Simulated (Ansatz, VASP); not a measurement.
# Sr2SO: VASP beside Ansatz

```
Sr S O
1.0
     4.09644    0.00000    0.00000
     0.00000    4.09644    0.00000
     0.00000    0.00000    5.79325
Sr S O
2 1 1
Direct
  0.50000 0.50000 0.50000
  0.00000 0.00000 0.00000
  0.00000 0.00000 0.50000
  0.50000 0.50000 0.00000
```

Change from the starting cell: volume scaled by 1.04.

Alike in both runs: task single point; functional PBE; k mesh 7 × 7 × 5; occupations fermi-dirac, width 0.05 eV; no spin polarisation.

|  | VASP | Ansatz |
| --- | --- | --- |
| version | VASP 6.6.1 | Ansatz 0.2.0 |
| potentials or method | VASP PAW PBE potentials, release 64 (Sr_sv, S, O) | Ansatz PAW |
| plane-wave cutoff (eV) | 520 | 420 |
| valence electrons in the cell | 32 | 32 |

|  | VASP | Ansatz | Ansatz less VASP |
| --- | --- | --- | --- |
| gap on the k mesh at the Fermi level (eV) | 2.22 | 2.24 | +0.019 |
| least direct gap on the mesh (eV) | 2.22 | 2.24 | +0.019 |
| pressure (GPa) | -2.1 | -2.3 | -0.18 |
| largest component of the traceless stress (GPa) | 0.05 | 0.05 | -0.001 |

Caveats: an odd mesh through Γ misses points on the zone boundary, where band edges often lie (VASP); odd divisions of the mesh miss points on the zone boundary, where band edges often lie, so the gap on the mesh can be too wide (Ansatz).
